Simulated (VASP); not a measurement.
An input for Quantum ESPRESSO's pw.x (written as the equivalent of a VASP run, and not itself run):

```
&CONTROL
  calculation = 'scf'
  pseudo_dir = './pseudo'
  outdir = './out'
  tprnfor = .true.
  tstress = .true.
/
&SYSTEM
  ibrav = 0
  nat = 2
  ntyp = 2
  ecutwfc = 102
  occupations = 'tetrahedra'
  input_dft = 'revpbe'
/
&ELECTRONS
  conv_thr = 7.3e-09
  electron_maxstep = 100
/
ATOMIC_SPECIES
  Cd 112.414 Cd.upf
  O 15.999 O.upf
CELL_PARAMETERS angstrom
     0.0000000    2.4106739    2.4106739
     2.4106739    0.0000000    2.4106739
     2.4106739    2.4106739    0.0000000
ATOMIC_POSITIONS crystal
  Cd   0.0000000  0.0000000  0.0000000
  O    0.5000000  0.5000000  0.5000000
K_POINTS automatic
  15 15 15 0 0 0
```

Task: Translate this input to VASP (INCAR, KPOINTS, POSCAR, choice of POTCAR).

Result: This is not unique; one that fits is 
**KPOINTS**
```
K-points
0
gamma
 15 15 15
0 0 0
```

### INCAR
```
SYSTEM = CdO
PREC = Accurate; ENCUT = 520; LREAL = F
LASPH = T
EDIFF = 1E-7; NELM = 100; ALGO = Normal
LMAXMIX = 4
ISMEAR = -5
GGA = RE
ISIF = 2
LWAVE = F; LCHARG = T; LORBIT = 11
NEDOS = 601
```

### POSCAR
```
CdO
3.4092080
  0.0000000000   0.7071067192   0.7071067192
  0.7071067192   0.0000000000   0.7071067192
  0.7071067192   0.7071067192   0.0000000000
Cd O
1 1
Cart
  0.0000000000   0.0000000000   0.0000000000
  0.7071067192   0.7071067192   0.7071067192
```

POTCAR, in this order: Cd O (PBE.64 set). Program: vasp_std.

Limits of the translation: the potentials are each code's own (VASP's PAW set, PseudoDojo norm-conserving files in pw.x), so ENCUT and ecutwfc are chosen apart and not converted; conv_thr bounds pw.x's estimated SCF error, while EDIFF bounds the energy change between steps.

The compound is CdO in the rock salt structure. It was relaxed first, which changed the volume by +8 %.
